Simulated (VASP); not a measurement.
OSZICAR of a VASP run on PbTe (rock salt):

**OSZICAR**
```
       N       E                     dE             d eps       ncg     rms          rms(c)
DAV:   1     0.153063746415E+03    0.15306E+03   -0.94251E+03   448   0.141E+03
DAV:   2     0.311940654908E+01   -0.14994E+03   -0.14684E+03   484   0.340E+02
DAV:   3    -0.746517556927E+01   -0.10585E+02   -0.10457E+02   592   0.960E+01
DAV:   4    -0.774440815574E+01   -0.27923E+00   -0.27916E+00   560   0.189E+01
DAV:   5    -0.775358863530E+01   -0.91805E-02   -0.91804E-02   588   0.297E+00    0.302E+00
DAV:   6    -0.759116988317E+01    0.16242E+00   -0.40755E-01   584   0.608E+00    0.188E+00
DAV:   7    -0.758657819925E+01    0.45917E-02   -0.10290E-01   546   0.226E+00    0.922E-01
DAV:   8    -0.758819731757E+01   -0.16191E-02   -0.95999E-03   478   0.112E+00    0.141E-01
DAV:   9    -0.758819792548E+01   -0.60791E-06   -0.11064E-03   692   0.335E-01    0.540E-02
DAV:  10    -0.758823592685E+01   -0.38001E-04   -0.99164E-05   460   0.890E-02    0.250E-02
DAV:  11    -0.758824581881E+01   -0.98920E-05   -0.24450E-05   488   0.511E-02    0.738E-03
DAV:  12    -0.758824613287E+01   -0.31405E-06   -0.10140E-06   504   0.689E-03
   1 F= -.75882461E+01 E0= -.75882461E+01  d E =-.758825E+01
```

Task: Which electronic solver shows in the log?

Result: It is blocked Davidson (ALGO = Normal, or the opening steps of other solvers). The INCAR had ALGO = Normal.

Task: Can the final energy be trusted as converged?

Result: The calculation finished and met its thresholds. It stopped with EDIFF = 1E-6, NELM = 100, NSW = 60 and EDIFFG = -0.01 after 1 ionic step (PW91 GGA, plane waves, VASP's PBE PAW potentials (set 64)).

The compound is PbTe in the rock salt structure. It was relaxed first. The start is the result of an earlier pass.
